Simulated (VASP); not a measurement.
Crystal: SbPb.

```
Pb Sb
1.0
     0.00000    3.15733    3.15733
     3.15733    0.00000    3.15733
     3.15733    3.15733    0.00000
Pb Sb
1 1
Direct
  0.00000 0.00000 0.00000
  0.50000 0.50000 0.50000
```

The cell was built by a generator and needn't be a form met in nature.

```yaml
Program: VASP 6.6.1
Task: relaxation of cell and atoms
Functional: PBEsol
Potentials_or_basis: VASP PAW PBE potentials, release 64 (Pb_d, Sb)
Cutoff: 600 eV
k_mesh: 5 × 5 × 5
Occupations: fermi-dirac, width 0.1 eV
Spin: no spin polarisation
```

At the start: pressure -1.1 GPa; volume 31.47 Å³/atom.

Q: How do energy, volume and symmetry change on relaxing?

A: Over 3 steps the energy falls by 2.6 meV/atom and the volume is 30.73 Å³/atom (-2.4 %); space group Fm-3m (No. 225, to 0.05 Å).

Step by step:
```csv
step,energy change (eV),largest force (eV/Å),pressure (GPa),volume (Å³)
1,0.0000,0.0000,-1.10,62.95
2,-0.0048,0.0000,0.36,61.00
3,-0.0053,0.0000,0.00,61.45
```

Final structure:
```cif
data_structure
_symmetry_space_group_name_H-M 'P 1'
_symmetry_Int_Tables_number 1
_cell_length_a 4.4294
_cell_length_b 4.4294
_cell_length_c 4.4294
_cell_angle_alpha 60.000
_cell_angle_beta 60.000
_cell_angle_gamma 60.000
_cell_volume 61.45
loop_
_atom_site_label
_atom_site_type_symbol
_atom_site_fract_x
_atom_site_fract_y
_atom_site_fract_z
_atom_site_occupancy
Pb1 Pb 0.00000 0.00000 0.00000 1
Sb1 Sb 0.50000 0.50000 0.50000 1
```

Caveat: the PAW data sets were made with another functional, which shifts forces and pressure a little.
